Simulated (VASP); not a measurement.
Input:

```
CELL_PARAMETERS angstrom
      1.81249    -3.13933     0.00000
      1.81249     3.13933     0.00000
      0.00000     0.00000     5.72321
ATOMIC_POSITIONS crystal
  Pt 0.00000 0.00000 0.00000
  Se 0.33333 0.66667 0.22187
  Se 0.66667 0.33333 0.77813
```

Level of theory: MS2 meta-GGA, VASP's PBE PAW potentials (set 64) (plane waves; VASP 6.6.1). Settings: 520 eV cut-off, 7×7×4 Γ-centred mesh, Gaussian smearing of 0.050 eV, potentials Pt Se.

Task: The ions and cell shape at fixed volume are relaxed. Give the cell that the relaxation ends in.

Result: 
```
CELL_PARAMETERS angstrom
      1.85419    -3.21155     0.00000
      1.85419     3.21155     0.00000
      0.00000     0.00000     5.46872
ATOMIC_POSITIONS crystal
  Pt 0.00000 0.00000 0.00000
  Se 0.33333 0.66667 0.23556
  Se 0.66667 0.33333 0.76444
```
Space group P-3m1 (164), at a tolerance of 0.03 Å.

Task: How much energy does the relaxation gain?

Result: The energy (σ→0) changes by -30.5 meV/atom, in 8 ionic steps.

The compound is PtSe2 in the 1T layered structure. This cell is one point of a volume scan, at 0.94 of the reference volume. Symmetry was kept, so distortions that lower it aren't found.
